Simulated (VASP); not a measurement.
Data:

```yaml
crystal:
  lattice:
    - [1.64007, -2.84068, 0.00000]
    - [1.64007, 2.84068, 0.00000]
    - [0.00000, 0.00000, 12.85041]
  atoms:
    - { symbol: W, position: [0.33333, 0.66667, 0.25000] }
    - { symbol: W, position: [0.66667, 0.33333, 0.75000] }
    - { symbol: Se, position: [0.33333, 0.66667, 0.88139] }
    - { symbol: Se, position: [0.66667, 0.33333, 0.38139] }
    - { symbol: Se, position: [0.66667, 0.33333, 0.11861] }
    - { symbol: Se, position: [0.33333, 0.66667, 0.61861] }
```

Calculation: PBE GGA with D4 dispersion, VASP's PBE PAW potentials (set 64) (plane waves; VASP). Settings: 520 eV cut-off, Gaussian smearing of 0.050 eV, potentials W_sv Se.

Unless said otherwise, spin-orbit coupling is left out, though it shifts the bands of the heavy elements here.

Give the energies of bands 17 to 30 at the high-symmetry points, in eV from the valence-band maximum.

```json
[
 {"band": "17", "Γ": "-2.59", "M": "-4.95", "K": "-4.89", "A": "-2.58", "L": "-4.47", "H": "-4.71"},
 {"band": "18", "Γ": "-2.57", "M": "-4.15", "K": "-4.56", "A": "-2.58", "L": "-4.47", "H": "-4.71"},
 {"band": "19", "Γ": "-2.57", "M": "-3.32", "K": "-4.05", "A": "-2.58", "L": "-3.26", "H": "-4.39"},
 {"band": "20", "Γ": "-1.49", "M": "-3.20", "K": "-4.05", "A": "-2.58", "L": "-3.26", "H": "-4.39"},
 {"band": "21", "Γ": "-1.49", "M": "-2.69", "K": "-3.92", "A": "-1.45", "L": "-2.60", "H": "-3.39"},
 {"band": "22", "Γ": "-1.42", "M": "-2.43", "K": "-3.92", "A": "-1.45", "L": "-2.60", "H": "-3.39"},
 {"band": "23", "Γ": "-1.42", "M": "-1.46", "K": "-2.54", "A": "-1.45", "L": "-1.35", "H": "-2.77"},
 {"band": "24", "Γ": "-1.18", "M": "-1.33", "K": "-2.54", "A": "-1.45", "L": "-1.35", "H": "-2.77"},
 {"band": "25", "Γ": "-0.98", "M": "-1.28", "K": "-0.46", "A": "-0.21", "L": "-1.18", "H": "-0.34"},
 {"band": "26", "Γ": "0.00", "M": "-1.03", "K": "-0.17", "A": "-0.21", "L": "-1.18", "H": "-0.34"},
 {"band": "27", "Γ": "2.66", "M": "2.18", "K": "1.40", "A": "2.65", "L": "2.20", "H": "1.40"},
 {"band": "28", "Γ": "2.67", "M": "2.22", "K": "1.40", "A": "2.65", "L": "2.20", "H": "1.40"},
 {"band": "29", "Γ": "2.70", "M": "2.29", "K": "1.77", "A": "2.65", "L": "2.53", "H": "2.36"},
 {"band": "30", "Γ": "2.71", "M": "2.70", "K": "3.04", "A": "2.66", "L": "2.53", "H": "2.36"}
]
```

The gap is indirect, 0.89 eV, from the valence maximum at Γ to the conduction minimum at K-Γ at 0.44.

The compound is WSe2 in the 2H layered structure. It was relaxed first.
